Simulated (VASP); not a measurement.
An input for Ansatz (written as the equivalent of a VASP run, and not itself run):

Ansatz 0.2 input:
```yaml
crystal:
  lattice:
    - [6.9512310, 0.0000000, 0.0000000]
    - [-3.4756160, 6.0199430, 0.0000000]
    - [0.0000000, 0.0000000, 5.6090470]
  atoms:
    - { symbol: Y, position: [0.5000000, 0.0000000, 0.0000000] }
    - { symbol: Y, position: [0.5000000, 0.5000000, 0.0000000] }
    - { symbol: Y, position: [0.0000000, 0.5000000, 0.0000000] }
    - { symbol: Ge, position: [0.0000000, 0.0000000, 0.0000000] }
    - { symbol: Ge, position: [0.3333330, 0.6666670, 0.5000000] }
    - { symbol: Ge, position: [0.6666670, 0.3333330, 0.5000000] }
kpoints:
  mp_grid: { grid: [2, 2, 3] }
hamiltonian:
  xc: pbe
  pseudopotentials: { kind: paw }
scf:
  occupations: { method: fermi_dirac, width: 0.1 }
  max_iter: 100
output: { forces: true, stress: true, eigenvalues: true }
```

### Question
Translate this input to VASP (INCAR, KPOINTS, POSCAR, choice of POTCAR).

### Answer
Several could match; the one computed here: 
File POSCAR:
```
YGe
1
    6.9512310000     0.0000000000     0.0000000000
   -3.4756160000     6.0199430000     0.0000000000
    0.0000000000     0.0000000000     5.6090470000
Y Ge
3 3
Direct
  0.5000000000   0.0000000000   0.0000000000
  0.5000000000   0.5000000000   0.0000000000
  0.0000000000   0.5000000000   0.0000000000
  0.0000000000   0.0000000000   0.0000000000
  0.3333330000   0.6666670000   0.5000000000
  0.6666670000   0.3333330000   0.5000000000
```

### INCAR
```
# general
SYSTEM  = YGe
PREC    = Accurate
ENCUT   = 300
LREAL   = .FALSE.
LASPH   = .TRUE.

# electronic loop
EDIFF   = 1E-6
NELM    = 100
ALGO    = Normal
LMAXMIX = 4

# smearing
ISMEAR  = -1
SIGMA   = 0.1

# functional
GGA     = PE

# ions
ISIF    = 2

# output
LWAVE   = .FALSE.
LCHARG  = .FALSE.
```

### KPOINTS
```
Automatic
0
G
2 2 3
0 0 0
```

POTCAR, in this order: Y_sv Ge_d (PBE.64 set). Program: vasp_std.

What does not carry over: each code has its own PAW files, so the cut-off isn't converted (ENCUT is set for VASP's; basis.ecutwfc is left out, and Ansatz then takes the one that its files recommend); Ansatz stops its SCF on the density residual and VASP on the energy change (EDIFF).

The structure was generated: YGe was put into an ordered model structure, which need not be its known phase. The cell was not relaxed at this level. The k-mesh is coarse (spacing up to 0.52 per Å, 2π included), so the numbers may not be converged in it.
